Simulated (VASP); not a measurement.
VASP runs on Ti$_{2}$Ag (space group Fd-3m) share one base input (PBE GGA, plane waves, VASP's PBE PAW potentials (set 64)) and change the settings named in each case.

POSCAR:
```
Ti2Ag
3.9692580
  0.0000000000   1.0000000000   1.0000000000
  1.0000000000   0.0000000000   1.0000000000
  1.0000000000   1.0000000000   0.0000000000
Ti Ag
4 2
Direct
  0.1250000000   0.1250000000   0.1250000000
  0.6250000000   0.1250000000   0.1250000000
  0.1250000000   0.6250000000   0.1250000000
  0.1250000000   0.1250000000   0.6250000000
  0.7500000000   0.7500000000   0.7500000000
  0.5000000000   0.5000000000   0.5000000000
```

KPOINTS:
```
Automatic mesh
0
Gamma
5 5 5
0 0 0
```

### INCAR
```
# general
SYSTEM  = Ti2Ag
PREC    = Accurate
ENCUT   = 300
LREAL   = .FALSE.
LASPH   = .TRUE.   # aspherical one-centre terms

# electronic loop
EDIFF   = 1E-6
NELM    = 100   # most electronic steps
ALGO    = Normal   # blocked Davidson
LMAXMIX = 4

# smearing
ISMEAR  = -1   # Fermi-Dirac
SIGMA   = 0.1   # width (eV)

# functional
GGA     = PE   # PBE

# ions
ISIF    = 2   # forces and stress, cell fixed

# output
LWAVE   = .FALSE.
LCHARG  = .FALSE.
```

POTCAR, in this order: Ti_sv Ag (PBE.64 set). Program: vasp_std.

```tsv
change	E(σ→0) (eV/atom)	pressure (GPa)	−TS (eV)
base run	-5.6975	-11.34	-0.3366
GGA = PS	-6.1475	-15.02	-0.3355
GGA_COMPAT = .FALSE., LNONCOLLINEAR = .TRUE., LSORBIT = .TRUE., MAGMOM = 0.0 0.0 0.0 0.0 0.0 0.0 0.0 0.0 0.0 0.0 0.0 0.0 0.0 0.0 0.0 0.0 0.0 0.0, program vasp_ncl	-5.7106	-11.38	-0.3365
KPOINTS 1×1×1 Γ-centred mesh	-6.2272	-25.67	-0.2789
```
 Energies of different potentials or functionals have different zeros.  At 300 eV the pressure can carry a Pulay error.

Left out are runs that ran out of time, are held back, or changed the cell or the kind of run, fixed moments of cells without a moment, rows past the twelfth, gaps on odd meshes, pressures of charged cells and columns that move by less than the noise.

The structure was generated: Ti2Ag was put into an ordered model structure, which need not be its known phase. The cell was not relaxed at this level, its lattice was scaled by up to 2.5 %.
